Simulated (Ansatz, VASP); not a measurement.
# SbP in two plane-wave programs

Wanted: the spread between two codes on one cell, functional and k mesh. The cell is generated by rule, not measured, and may not be a known phase. The cell is taken from a series of runs on this material, whose earlier steps may have relaxed, scaled, displaced or heated it; both programs get it as it stands.

Program: Ansatz 0.2.0. Level of theory: plane waves, with VASP 6.6.1 beside it; single point at PBE. Results are calculated unless marked as measured.

### Step 1. Set-up

The structure is hexagonal, space group P6_3mc (No. 186). Conventional cell: a = 4.221 Å, b = 4.221 Å, c = 6.893 Å, α = 90.00°, β = 90.00°, γ = 120.00°. Nearest to Sb lie 4 P at 2.58 to 2.59 Å. Nearest to P lie 4 Sb at 2.58 to 2.59 Å. Farther neighbours are not listed.

Coordinates:

```cif
data_structure
_symmetry_space_group_name_H-M 'P 1'
_symmetry_Int_Tables_number 1
_cell_length_a 4.2213
_cell_length_b 4.2213
_cell_length_c 6.8934
_cell_angle_alpha 90.000
_cell_angle_beta 90.000
_cell_angle_gamma 120.000
_cell_volume 106.38
loop_
_atom_site_label
_atom_site_type_symbol
_atom_site_fract_x
_atom_site_fract_y
_atom_site_fract_z
_atom_site_occupancy
Sb1 Sb 0.33333 0.66667 0.00000 1
Sb2 Sb 0.66667 0.33333 0.50000 1
P3 P 0.33333 0.66667 0.37500 1
P4 P 0.66667 0.33333 0.87500 1
```

### Step 2. VASP: single point, PBE, pair 1

With cell and atoms fixed, the geometry can't cause a difference; cores, projectors, grids and the points listed under the comparison can.

Lines of VASP's logs that name or quote its potential files are left out, and so is its time.

INCAR

```
SYSTEM = SbP
PREC = Accurate
ENCUT = 500
EDIFF = 1E-06
NELM = 120
ISMEAR = 0
SIGMA = 0.1
LREAL = .FALSE.
ALGO = Normal
GGA = PE
NBANDS = 16
LORBIT = 11
LWAVE = .FALSE.
LCHARG = .FALSE.
ISIF = 2
LASPH = .TRUE.
GGA_COMPAT = .FALSE.
KPAR = 2
```

POSCAR

```
SbP
1.0
    4.2212900000      0.0000000000      0.0000000000
   -2.1106400000      3.6557400000      0.0000000000
    0.0000000000      0.0000000000      6.8933600000
Sb P
2 2
Direct
    0.3333343333      0.6666676667      0.0000000000
    0.6666676667      0.3333343333      0.5000000000
    0.3333343333      0.6666676667      0.3750000000
    0.6666676667      0.3333343333      0.8750000000
```

KPOINTS

```
Automatic mesh
0
Gamma
6 6 4
0 0 0
```

The projector-augmented-wave data sets are Sb and P (PBE family, release 64).

Launch:

```
$ mpirun -np 2 vasp_std
```

Numbers of over 12 decimals in the logs are rounded to 6 here.

Output:

```text
[banner, memory and clock lines left out]
running    2 mpi-ranks, on    1 nodes
 distrk:  each k-point on    1 cores,    2 groups
 distr:  one band on    1 cores,    1 groups

 POSCAR found type information on POSCAR SbP
 POSCAR found :  2 types and       4 ions
 LDA part: xc-table for (Slater+PW92), standard interpolation
 POSCAR, INCAR and KPOINTS ok, starting setup
 FFT: planning ... GRIDC
 FFT: planning ... GRID_SOFT
 FFT: planning ... GRID
 WAVECAR not read
 entering main loop
       N       E                     dE             d eps       ncg     rms          rms(c)
DAV:   1     0.897833076205E+02    0.89783E+02   -0.72097E+03   672   0.981E+02
DAV:   2    -0.105342435696E+02   -0.10032E+03   -0.97365E+02   888   0.167E+02
DAV:   3    -0.173537703863E+02   -0.68195E+01   -0.67712E+01   944   0.475E+01
DAV:   4    -0.174326621496E+02   -0.78892E-01   -0.78881E-01   744   0.624E+00
DAV:   5    -0.174342543973E+02   -0.15922E-02   -0.15922E-02   928   0.894E-01    0.781E+00
DAV:   6    -0.169796788781E+02    0.45458E+00   -0.10215E+00   744   0.461E+00    0.481E+00
DAV:   7    -0.169599886295E+02    0.19690E-01   -0.26063E-01   880   0.240E+00    0.172E+00
DAV:   8    -0.169529010860E+02    0.70875E-02   -0.24456E-02   752   0.825E-01    0.490E-01
DAV:   9    -0.169528863048E+02    0.14781E-04   -0.35588E-03   856   0.376E-01    0.969E-02
DAV:  10    -0.169529014926E+02   -0.15188E-04   -0.16238E-04   832   0.734E-02    0.360E-02
DAV:  11    -0.169529237307E+02   -0.22238E-04   -0.91572E-05   832   0.513E-02    0.200E-02
DAV:  12    -0.169529222844E+02    0.14463E-05   -0.90022E-06   848   0.177E-02    0.105E-02
DAV:  13    -0.169529237321E+02   -0.14477E-05   -0.19086E-06   408   0.697E-03    0.146E-03
DAV:  14    -0.169529237636E+02   -0.31519E-07   -0.22246E-07   384   0.310E-03
   1 F= -.16952924E+02 E0= -.16951745E+02  d E =-.235688E-02
```

Parts of OUTCAR (step 2):

```text
ion  position               nearest neighbor table
   1  0.333  0.667  0.000-   4 2.58   4 2.59   4 2.59   3 2.59
   2  0.667  0.333  0.500-   3 2.58   3 2.59   3 2.59   4 2.59
   3  0.333  0.667  0.375-   2 2.58   2 2.59   2 2.59   1 2.59
   4  0.667  0.333  0.875-   1 2.58   1 2.59   1 2.59   2 2.59

  LATTYP: Found a hexagonal cell.
 ALAT       =     4.2212900000
 C/A-ratio  =     1.6329984436

 Subroutine GETGRP returns: Found 12 space group operations
 (whereof  6 operations were pure point group operations)

The static configuration has the point symmetry C_3v.
 The point group associated with its full space group is C_6v.

 Found     21 irreducible k-points:

   k-points           NKPTS =     21   k-points in BZ     NKDIM =     21   number of bands    NBANDS=     16

   dimension x,y,z NGX =    32 NGY =   32 NGZ =   50
   dimension x,y,z NGXF=    64 NGYF=   64 NGZF=  100

   ENCUT  =  500.0 eV  36.75 Ry    6.06 a.u.   7.70  7.70 12.57*2*pi/ulx,y,z

   NELECT =      20.0000    total number of electrons

 k-points in reciprocal lattice and weights: Automatic mesh
   0.00000000  0.00000000  0.00000000       0.007
   0.16666667 -0.00000000  0.00000000       0.042
   0.33333333 -0.00000000  0.00000000       0.042
   0.50000000 -0.00000000  0.00000000       0.021
   0.16666667  0.16666667  0.00000000       0.042
   0.33333333  0.16666667  0.00000000       0.083
   0.33333333  0.33333333  0.00000000       0.014
   0.00000000  0.00000000  0.25000000       0.014
   0.16666667 -0.00000000  0.25000000       0.083
[...]
0.33333333  0.16666667  0.50000000       0.083
   0.33333333  0.33333333  0.50000000       0.014

 average (electrostatic) potential at core
       1 -87.0242       2 -87.0241       3 -82.8110       4 -82.8110

 E-fermi :   6.6475

 k-point     1 :       0.0000    0.0000    0.0000
  band No.  band energies     occupation
    ...
      8       3.7770      2.00000
      9       3.8806      2.00000
     10       3.8806      2.00000
     11       6.6222      1.27929
     12       6.6222      1.27910
     13       6.9936      0.00000
     14       8.4371      0.00000
     15       8.4371      0.00000
     16      11.1518      0.00000

 k-point     2 :       0.1667   -0.0000    0.0000
  band No.  band energies     occupation
    ...
      6       2.3574      2.00000
      7       3.3827      2.00000
      8       3.5399      2.00000
      9       4.8805      2.00000
     10       5.1138      2.00000
     11       6.8265      0.01134
     12       7.1543      0.00000
     13       7.3829      0.00000
     14       8.6160      0.00000
     15       9.2308      0.00000
    ...

 k-point     3 :       0.3333   -0.0000    0.0000
  band No.  band energies     occupation
    ...
      6       1.8046      2.00000
      7       2.5153      2.00000
      8       3.0134      2.00000
      9       5.2240      2.00000
     10       5.3954      2.00000
     11       7.5264      0.00000
     12       7.8030      0.00000
     13       7.9600      0.00000
     14       9.6806      0.00000
     15      10.5281      0.00000
    ...

  Total        7.7427088      7.7426903      6.2279071      0.0000106      0.0000000      0.0000000
  in kB      116.6143670    116.6140878     93.7996585      0.0001595      0.0000000      0.0000000
  external PRESSURE =     109.0093711 kB  Pullay stress =       0.0000000 kB

  energy-cutoff  :      500.00
  volume of cell :      106.38
      direct lattice vectors                 reciprocal lattice vectors
     4.221290000  0.000000000  0.000000000     0.236894409  0.136770891  0.000000000
    -2.110640000  3.655740000  0.000000000     0.000000000  0.273542429  0.000000000
     0.000000000  0.000000000  6.893360000     0.000000000  0.000000000  0.145067137

 POSITION                                       TOTAL-FORCE (eV/Angst)
 -----------------------------------------------------------------------------------
      0.00001      2.43716      0.00000         0.000000     -0.000000      0.180239
      2.11065      1.21858      3.44668        -0.000000      0.000000      0.180239
      0.00001      2.43716      2.58501         0.000000     -0.000000     -0.180239
      2.11065      1.21858      6.03169        -0.000000      0.000000     -0.180239
 -----------------------------------------------------------------------------------
    total drift:                               -0.000908     -0.001572      0.001194

  FREE ENERGIE OF THE ION-ELECTRON SYSTEM (eV)
  ---------------------------------------------------
  free  energy   TOTEN  =       -16.9529237636 eV

  energy  without entropy=      -16.9505668795  energy(sigma->0) =      -16.95174532

 total charge
# of ion       s       p       d       tot
------------------------------------------
    1        1.266   1.102   0.060   2.428
    2        1.266   1.102   0.060   2.428
    3        1.139   1.356   0.000   2.495
    4        1.139   1.356   0.000   2.495
--------------------------------------------------
tot          4.811   4.916   0.120   9.847

[... 3 further parts left out ...]
```

The k-mesh is coarse for a metal.

The run ends at a pressure of 10.90 GPa, with forces up to 0.18 eV/Å.

### Step 3. Ansatz: single point, PBE, pair 1

Ansatz runs on its default PAW (the set named soft_2) files.

The same cell, functional, mesh and smearing now go to Ansatz, which takes its cutoff from its data sets.

input.yaml

```yaml
crystal:
  lattice:
    - [4.22129, 0.0, 0.0]
    - [-2.11064, 3.65574, 0.0]
    - [0.0, 0.0, 6.89336]
  atoms:
    - { symbol: Sb, position: [0.333333, 0.666667, 0.0] }
    - { symbol: Sb, position: [0.666667, 0.333333, 0.5] }
    - { symbol: P, position: [0.333333, 0.666667, 0.375] }
    - { symbol: P, position: [0.666667, 0.333333, 0.875] }
kpoints:
  mp_grid: { grid: [6, 6, 4] }
hamiltonian:
  xc: pbe
scf:
  occupations: { method: gaussian, width: 0.1 }
output:
  forces: true
  stress: true
  eigenvalues: true
```

Launch:

```
$ ansatz run input.yaml --threads 4 --pin off --max-ram 7168MiB --backend cpu --events-out ev --progress --plain --runs-dir out
```

Output:

```text
Warning: the atoms were moved onto the symmetric positions of the space group found under crystal.symmetry.tolerance 1.0e-5 (fractional; no operation is sought that the atoms, as they stand in a round, miss by more than twice it, and no atom is moved by as much as it), and the run uses the moved positions. Before a round's move an operation carried an atom to 4.22e-6 Å from where it should land, the largest such dist [...]
Engine: ansatz 0.2.0, aarch64-unknown-linux-gnu
Pseudopotentials: kind: paw
Pseudopotential: Sb, paw, valence charge 15, recommended cutoff 420 eV (normal), Sb.paw.azcp
Pseudopotential: P, paw, valence charge 5, recommended cutoff 420 eV (normal), P.paw.azcp
Functional definition: PBE
  parameter kappa = 0.804
  parameter beta = 0.066725
  exchange = pbe_x(kappa = kappa, mu = beta*pi^2/3)
  correlation = pbe_c(beta = beta)
Crystal: 4 atoms, lattice volume = 106.378 Å³
Basis set: ecut = 420 eV, 2093 PW (Γ), exchange–correlation on 60×60×96 points (8 copies of the dense FFT grid, shifted against one another)
Bands: 24, of which v1, the nominal top of the filled ones, is band 20 counted from 1 (19 counted from 0)
Symmetry: 12 space group operations
Space group: P63mc (ITA 186), of the structure as read, at distance tolerance 4.7e-5 Å
k-points: 21 of 144 (time reversal used)
Non-local potential: Sb, projectors of the file, l = 0: 2, l = 1: 2, l = 2: 2, l = 3: 2
Non-local potential: P, projectors of the file, l = 0: 2, l = 1: 2, l = 2: 2
PAW form: soft (Blöchl's): semilocal exchange-correlation on the pseudo side does not see the compensation charge
PAW one-centre angular grid: Sb, 590 points (default); XC on 64 Gauss nodes
PAW one-centre angular grid: P, 110 points (default); XC on 64 Gauss nodes
Initial density: superposition of atomic densities (neutral atoms: chi_scale 0, normalization atom), corrected by the library's trained network
Initial wavefunctions: pseudopotential atomic-orbital guess
Functional: x = pbe(κ = 0.804, μ = 0.219515), c = pbe(β = 0.066725)
SCF iter   1: F=—  HF=-14478.286881 eV  |F-HF|=—  |Δ(HF+E_count)|=         —  Δρ=3.17e-3  dr2=1.52e-2  ethr=1.77e-3  ⟨swp⟩=7.0  Hψ=2515  notcnv=0
preconditioner: auto → Resta (q_TF=auto, 2.318 Å⁻¹)  ε∞=5.3  [insulator: Δε(μ)=0.113 eV  Ē_g=7.799 eV  σ=0.100 eV  W_gap=0.54  n_scr=22 (ndim 8)  ℏωp=16.1 eV  f_vac=0.006  D(μ)=0.47/eV (n_scr^D=0)  ε∞_Penn≈5.3]
SCF iter   2: F=—  HF=-14478.281200 eV  |F-HF|=—  |Δ(HF+E_count)|=   5.68e-3  Δρ=1.71e-3  dr2=4.06e-3  ethr=3.80e-5  ⟨swp⟩=2.7  Hψ=1090  notcnv=0
SCF iter   3: F=—  HF=-14478.280506 eV  |F-HF|=—  |Δ(HF+E_count)|=   6.94e-4  Δρ=3.90e-4  dr2=3.05e-4  ethr=1.01e-5  ⟨swp⟩=2.0  Hψ=656  notcnv=0
SCF iter   4: F=—  HF=-14478.280491 eV  |F-HF|=—  |Δ(HF+E_count)|=   1.55e-5  Δρ=1.39e-4  dr2=3.81e-5  ethr=7.62e-7  ⟨swp⟩=3.0  Hψ=1102  notcnv=0
SCF iter   5: F=—  HF=-14478.280499 eV  |F-HF|=—  |Δ(HF+E_count)|=   7.84e-6  Δρ=5.51e-5  dr2=3.11e-6  ethr=9.54e-8  ⟨swp⟩=2.0  Hψ=709  notcnv=0
SCF iter   6: F=-14478.280504 eV  HF=-14478.280503 eV  |F-HF|=1.26e-7  |Δ(HF+E_count)|=   4.85e-6  Δρ=7.53e-6  dr2=7.55e-8  ethr=2.50e-10  ⟨swp⟩=6.5  Hψ=2764  notcnv=0
SCF 1 converged in 6 iterations: F = -14478.280504 eV  dr2 = 7.55e-8
  greatest PAW one-centre occupation: 0.996 electrons in one spin orbital (limit 2), on the Sb atom at site 0 (counted from 0), in its partial waves of l = 2
SCF converged after 6 iterations
Free energy (F): -14478.280504 eV
Harris-Foulkes:  -14478.280503 eV  (|F-HF|=1.26e-7)
Internal energy: -14478.278144 eV  (E = F + TS)
E sigma→0 (E₀):  -14478.279324 eV
Entropy (-TS):   -0.002360 eV (-0.590 meV/atom)
Fermi energy:    8.615505 eV
--- Per-component energies (eV) ---
  E_band       = -380.779625
  E_kinetic    = 557.098918
  E_local      = -3761.256368  (includes V_loc(G=0)·N_el)
  E_nonlocal   = 793.729658
  E_hartree    = 1672.816373
  E_xc         = -400.445970
  E_vxc        = -314.599959  (∫ρ·V_xc dr)
  E_paw        = -10288.214542  (= ΣΔE_a)
  E_vpaw       = -1001.386876  (= ΣTr[D̂ρ^β])
  E_aug_tail   = 0.000004  (compensation charges beyond the density's cutoff)
  E_ewald      = -3052.006215
  E_smearing   = -0.002360  (= −TS)
  E_closure    = -0.000000  (closes the sum)
  Σ components = -14478.280504   (vs F -14478.280504, Δ=0.00e0)
--- Forces (eV/Å), atoms counted from 1 ---
  atom   1  Sb    -0.00000000    -0.00000000     0.17932454
  atom   2  Sb     0.00000000     0.00000000     0.17932454
  atom   3  P     -0.00000000    -0.00000000    -0.17931523
  atom   4  P      0.00000000     0.00000000    -0.17931523
  max |Σ_I F_I| component: 1.86e-5 eV/Å
--- Stress (GPa, compression-positive) ---
       11.528376      -0.000000       0.000000
       -0.000000      11.528376      -0.000000
        0.000000      -0.000000       9.259118
  P = ⅓ Tr σ = 10.7720 GPa (107.720 kbar)
--- Band table (eV; the first three rows and the last of 21) ---
  k-point 0: bands = [... 16 lower, 5.7217, 5.7441, 5.8512, 5.8512, 8.5892, 8.5892, 8.9607, 10.4044]
  k-point 1: bands = [... 16 lower, 5.6208, 5.6208, 5.9143, 6.4771, 8.8638, 8.8638, 9.1191, 10.1018]
  k-point 2: bands = [... 16 lower, 5.1804, 5.1804, 6.3444, 6.3444, 9.4686, 9.4686, 9.4686, 9.4686]
  k-point 20: bands = [... 16 lower, 4.3480, 4.3480, 7.3985, 7.3985, 10.5384, 10.5384, 10.9615, 10.9615]
```

Reading the cycles: dr2 is the Hartree energy of the density residual (eV), the measure of convergence; HF is the Harris–Foulkes estimate of the energy, which meets the free energy F at convergence.

The run ends at a pressure of 10.77 GPa, with forces up to 0.18 eV/Å.

### Step 4. Differences

Known differences besides the potentials themselves: the data sets hold 40 valence electrons in Ansatz (on its default PAW (the set named soft_2) files) and 20 in VASP; the cutoff is 420 eV in Ansatz and 500 eV in VASP. Total energies have different zeros and are not compared.

The two programs side by side:

| quantity | Ansatz | VASP | difference |
| --- | --- | --- | --- |
| pressure (GPa) | 10.77 | 10.90 | -0.13 |

Forces (eV/Å; atoms numbered as in POSCAR):

| atom | Ansatz x, y, z | VASP x, y, z |
| --- | --- | --- |
| Sb1 | 0.000, 0.000, 0.179 | 0.000, 0.000, 0.180 |
| Sb2 | 0.000, 0.000, 0.179 | 0.000, 0.000, 0.180 |
| P3 | 0.000, 0.000, -0.179 | 0.000, 0.000, -0.180 |
| P4 | 0.000, 0.000, -0.179 | 0.000, 0.000, -0.180 |

The forces differ by 0.5 meV/Å r.m.s., which is 0.5 % of the r.m.s. force of 0.104 eV/Å (both taken over all components).

### Step 5. Ansatz: single point, PBE, pair 2

With cell and atoms fixed, the geometry can't cause a difference; cores, projectors, grids and the points listed under the comparison can. The cell compared in this pair holds 116.17 Å³, against 106.38 Å³ for the pair before.

The cell is taken from a series of runs on this material, whose earlier steps may have relaxed, scaled, displaced or heated it; both programs get it as it stands.

input.yaml

```yaml
crystal:
  lattice:
    - [4.779579986, -3.2685e-06, 0.0]
    - [-2.3897871623, 4.1392393215, 0.0]
    - [0.0, 0.0, 5.8717278375]
  atoms:
    - { symbol: Sb, position: [0.3240756778, 0.6481513555, 0.9669264003] }
    - { symbol: Sb, position: [0.6759243222, 0.3518486445, 0.4669264003] }
    - { symbol: P, position: [0.3236697182, 0.6473394364, 0.4080735997] }
    - { symbol: P, position: [0.6763302818, 0.3526605636, 0.9080735997] }
kpoints:
  mp_grid: { grid: [10, 10, 6] }
hamiltonian:
  xc: pbe
scf:
  occupations: { method: methfessel_paxton, width: 0.15 }
output:
  forces: true
  stress: true
  eigenvalues: true
```

Output:

```text
[...]
Crystal: 4 atoms, lattice volume = 116.165 Å³
Basis set: ecut = 420 eV, 2257 PW (Γ), exchange–correlation on 64×64×80 points (8 copies of the dense FFT grid, shifted against one another)
Bands: 24, of which v1, the nominal top of the filled ones, is band 20 counted from 1 (19 counted from 0)
Symmetry: 4 space group operations
[...]
k-points: 124 of 600 (time reversal used)
[...]
P = ⅓ Tr σ = 0.0777 GPa (0.777 kbar)
--- Band table (eV; the first three rows and the last of 124) ---
  k-point 0: bands = [... 16 lower, 3.5321, 4.5988, 4.8485, 5.4842, 6.5648, 7.4616, 8.7786, 9.9718]
  k-point 1: bands = [... 16 lower, 3.6312, 4.4000, 5.2964, 5.4645, 6.6595, 7.5936, 8.5323, 9.6767]
  k-point 2: bands = [... 16 lower, 3.9093, 3.9381, 4.8485, 6.1291, 6.9478, 7.9470, 7.9873, 8.4780]
  k-point 123: bands = [... 16 lower, 4.8800, 4.8800, 6.5648, 6.5648, 7.7344, 7.7344, 9.1607, 9.1607]
[key lines of the parts left out:]
SCF converged after 7 iterations
Free energy (F): -14479.291675 eV
Fermi energy:    7.106903 eV
```

The run ends at a pressure of 0.08 GPa, with forces up to 0.24 eV/Å.

### Step 6. VASP: single point, PBE, pair 2

The same cell, functional, mesh and smearing now go to VASP, with its own data sets.

Edit INCAR of step 2 so:

```diff
@@ -5,4 +5,4 @@
 NELM = 120
-ISMEAR = 0
-SIGMA = 0.1
+ISMEAR = 1
+SIGMA = 0.15
 LREAL = .FALSE.
```

POSCAR

```
SbP
1.0
    4.7795799860     -0.0000032685      0.0000000000
   -2.3897871623      4.1392393215      0.0000000000
    0.0000000000      0.0000000000      5.8717278375
Sb P
2 2
Direct
    0.3240756778      0.6481513556      0.9669264003
    0.6759243224      0.3518486446      0.4669264003
    0.3236697183      0.6473394365      0.4080735997
    0.6763302819      0.3526605637      0.9080735997
```

KPOINTS

```
Automatic mesh
0
Gamma
10 10 6
0 0 0
```

Launch:

```
$ mpirun -np 2 vasp_std
```

Output:

```text
[... set-up lines as in an earlier step ...]
 entering main loop
       N       E                     dE             d eps       ncg     rms          rms(c)
DAV:   1     0.868920450110E+02    0.86892E+02   -0.71833E+03  3968   0.972E+02
DAV:   2    -0.116508171829E+02   -0.98543E+02   -0.95480E+02  5240   0.163E+02
DAV:   3    -0.183057727162E+02   -0.66550E+01   -0.65768E+01  5424   0.464E+01
DAV:   4    -0.183937404475E+02   -0.87968E-01   -0.87914E-01  4848   0.634E+00
[...]
DAV:  12    -0.179705255652E+02    0.27151E-05   -0.26793E-05  5360   0.295E-02    0.104E-02
DAV:  13    -0.179705312852E+02   -0.57199E-05   -0.14638E-05  4832   0.184E-02    0.518E-03
DAV:  14    -0.179705315096E+02   -0.22443E-06   -0.33087E-07  3696   0.363E-03
   1 F= -.17970532E+02 E0= -.17969187E+02  d E =-.403222E-02
```

From OUTCAR (step 6):

```text
  Total        0.4176912     -0.0075518     -0.2446171     -0.0000003      0.0000000      0.0000000
  in kB        5.7608943     -0.1041561     -3.3738165     -0.0000040      0.0000000      0.0000000
  external PRESSURE =       0.7609739 kB  Pullay stress =       0.0000000 kB

 POSITION                                       TOTAL-FORCE (eV/Angst)
 -----------------------------------------------------------------------------------
      0.00000      2.68285      5.67753         0.000000      0.239084      0.002683
      2.38979      1.45638      2.74166        -0.000000     -0.239084      0.002683
      0.00000      2.67949      2.39610         0.000000      0.229443     -0.002683
      2.38979      1.45974      5.33196        -0.000000     -0.229443     -0.002683
 -----------------------------------------------------------------------------------
    total drift:                               -0.000000      0.000000      0.000629

  FREE ENERGIE OF THE ION-ELECTRON SYSTEM (eV)
  ---------------------------------------------------
  free  energy   TOTEN  =       -17.9705315096 eV

  energy  without entropy=      -17.9664992926  energy(sigma->0) =      -17.96918744

[... 3 further parts left out ...]
[key lines of the parts left out:]
E-fermi :   5.3006
```

The run ends at a pressure of 0.08 GPa, with forces up to 0.24 eV/Å.

[end of part 1 of 2]

[Lines on the potential files, build, host, timing and source positions are cut from VASP's logs without a mark.]

[Logs are printed without paths, hosts, clocks, repeated set-up lines and the standing remarks that a program may print on its own settings, such as how far it seeks lower states.]

[Hosts, paths, dates, database ids (printed as entryN), source tags and the programs' standing remarks are cut or masked in the printed files.]
